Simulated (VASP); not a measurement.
Given:

```
CELL_PARAMETERS angstrom
      2.68588     0.00000     0.00000
      0.00000     2.68588     0.00000
      0.00000     0.00000     3.71297
ATOMIC_POSITIONS crystal
  Fe 0.00000 0.00000 0.00000
  Pt 0.50000 0.50000 0.50000
```
Starting moments (μB, in the order of the record's atoms Fe Pt): 2.9 0.3.

Calculation: PBEsol GGA, VASP's PBE PAW potentials (set 64) (plane waves; VASP 6.6.1). Run with 480 eV cut-off, 12×12×10 Γ-centred mesh, first-order Methfessel-Paxton smearing of 0.10 eV, potentials Fe Pt.

Each relaxation starts from this cell; other phases were not tried.

The cell is relaxed at 1 GPa. What happens?

The volume per atom goes from 13.39 to 13.34 Å³ (-0.4 %), and the cell becomes a = b = 2.6824 Å, c = 3.7084 Å, α = β = γ = 90.00°, space group P4/mmm.

Failed runs are left out, and for metals the shear rows, which the mesh's noise covers.

The compound is FePt in the L1_0 structure. The spin order is the one that the start imposed; others were not tried in this run.
